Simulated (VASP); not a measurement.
Level of theory: LDA (Ceperley-Alder, Perdew-Zunger), VASP's LDA PAW potentials (set 64) (plane waves; VASP). For the first row: Settings: 520 eV cut-off, 10×10×10 Γ-centred mesh, first-order Methfessel-Paxton smearing of 0.10 eV, potentials Mg Sn_d.

```tsv
system	energy (eV/atom)
Mg₂Sn (antifluorite)	-2.9791
Mg atom	0.0009
Sn atom	-0.4817
```

Atoms are spin-polarised in a large box without symmetry, with the spin fixed by Hund's rule, and may not be in the lowest state of each functional; no zero-point energy is added.

Task: What is the cohesive energy per atom of Mg2Sn?

Result: The references average (2×(0.0009) + 1×(-0.4817))/3 = -0.1600 eV, so the cohesive energy is -0.1600 − (-2.9791) = 2.819 eV/atom.
